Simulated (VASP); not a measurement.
OSZICAR of a VASP run on LiNbO3 (space group R3c):

**OSZICAR**
```
       N       E                     dE             d eps       ncg     rms          rms(c)
DAV:   1     0.626045371629E+03    0.62605E+03   -0.32624E+04  1520   0.148E+03
DAV:   2    -0.449331457976E+02   -0.67098E+03   -0.65874E+03  2096   0.519E+02
DAV:   3    -0.943435311513E+02   -0.49410E+02   -0.49217E+02  2248   0.130E+02
DAV:   4    -0.986128061397E+02   -0.42693E+01   -0.42658E+01  2696   0.353E+01
DAV:   5    -0.988878474063E+02   -0.27504E+00   -0.27502E+00  2296   0.579E+00    0.276E+01
DAV:   6    -0.805956867027E+02    0.18292E+02   -0.99852E+01  2048   0.578E+01    0.103E+01
DAV:   7    -0.805281558815E+02    0.67531E-01   -0.85000E+00  2472   0.159E+01    0.497E+00
DAV:   8    -0.805351323998E+02   -0.69765E-02   -0.59854E-01  2256   0.444E+00    0.197E+00
DAV:   9    -0.805492775727E+02   -0.14145E-01   -0.11504E-01  2040   0.228E+00    0.624E-01
DAV:  10    -0.805512425277E+02   -0.19650E-02   -0.30283E-02  2080   0.105E+00    0.199E-01
DAV:  11    -0.805510993636E+02    0.14316E-03   -0.52049E-03  2240   0.504E-01    0.676E-02
DAV:  12    -0.805511121381E+02   -0.12775E-04   -0.37771E-04  1968   0.146E-01    0.296E-02
DAV:  13    -0.805511081089E+02    0.40292E-05   -0.26413E-04  2304   0.109E-01    0.283E-02
DAV:  14    -0.805511028189E+02    0.52900E-05   -0.21369E-05  2240   0.305E-02    0.148E-02
DAV:  15    -0.805511014164E+02    0.14025E-05   -0.10575E-05  2112   0.211E-02    0.295E-03
DAV:  16    -0.805511013607E+02    0.55716E-07   -0.55574E-07   880   0.502E-03
   1 F= -.80551101E+02 E0= -.80551562E+02  d E =0.138188E-02
```

Which electronic solver shows in the log?

It is blocked Davidson (ALGO = Normal, or the opening steps of other solvers). The INCAR had ALGO = Normal.

Can the final energy be trusted as converged?

Self-consistency was reached. It stopped with EDIFF = 1E-6, NELM = 100 (PW91 GGA, plane waves, VASP's PBE PAW potentials (set 64)).

The structure was generated: LiNbO3 was put into an ordered model structure, which need not be its known phase. The cell was not relaxed at this level. The run is one of a series of settings (GGA = 91 against the base run), some of them coarse on purpose.
